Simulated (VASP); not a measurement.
The system is Ta.

```
CELL_PARAMETERS angstrom
-1.65128 1.65128 1.65128
1.65128 -1.65128 1.65128
1.65128 1.65128 -1.65128
ATOMIC_POSITIONS crystal
Ta 0.00000 0.00000 0.00000
```

| Property | Result |
| --- | --- |
| Program | VASP 6.6.1 |
| Task | relaxation of cell and atoms |
| Functional | PBEsol |
| Potentials or basis | VASP PAW PBE potentials, release 64 (Ta_pv) |
| Cutoff | 520 eV |
| k mesh | 18 × 18 × 18 |
| Occupations | gaussian, width 0.1 eV |
| Spin | no spin polarisation |

At the start: pressure -3.9 GPa; volume 18.01 Å³/atom.

Q: Where does the relaxation end?

A: Over 6 steps the energy falls by 4.2 meV/atom and the volume is 17.67 Å³/atom (-1.9 %); space group Im-3m (No. 229, to 0.05 Å).

The path:
```
step  energy change (eV)  largest force (eV/Å)  pressure (GPa)  volume (Å³)
   1              0.0000                0.0000           -3.85        18.01
   2              0.0188                0.0000           10.08        16.91
   3             -0.0042                0.0000           -0.05        17.67
   4             -0.0042                0.0000            0.03        17.67
   5             -0.0042                0.0000           -0.05        17.67
   6             -0.0042                0.0000            0.00        17.67
```

Final structure:
```xyz
1
Lattice="-1.6407 1.6407 1.6407 1.6407 -1.6407 1.6407 1.6407 1.6407 -1.6407" Properties=species:S:1:pos:R:3 pbc="T T T"
Ta    1.6407    1.6407    1.6407
```

Caveat: the PAW data sets were made with another functional, which shifts forces and pressure a little.
